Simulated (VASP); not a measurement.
ZnCdSe$_{2}$ (space group P3m1): the band gap from VASP (plane waves, PAW) at several levels of theory. Gaps are without spin-orbit coupling. Each level names its cell: its own relaxed one, PBE's, or the starting one. A gap is the smallest over the k-mesh and a band path; hybrids may have named points in place of the path, and GW has the mesh alone.

```csv
level,band gap (eV)
LDA (own cell),0.63
PBEsol (own cell),0.65
HSE06 (PBE cell),1.65
```

The cell of the LDA (own cell) run:

```yaml
crystal:
  lattice:
    - [4.07407, 0.00000, 0.00000]
    - [-2.03704, 3.52825, 0.00000]
    - [0.00000, 0.00000, 6.75693]
  atoms:
    - { symbol: Zn, position: [0.00000, 0.00000, 0.00147] }
    - { symbol: Cd, position: [0.66667, 0.33333, 0.49249] }
    - { symbol: Se, position: [0.66667, 0.33333, 0.10888] }
    - { symbol: Se, position: [0.00000, 0.00000, 0.64517] }
```

Only levels that ran to the end are used. Left out are those held back, those with too coarse a band path, GW runs whose mesh misses a band edge, hybrids' fits of cells that aren't cubic and levels without matching references; a question may draw on a part of the rest.

The structure comes from a computed database's ZnCdSe2 entry (P3m1); how it stands against other phases isn't given here.
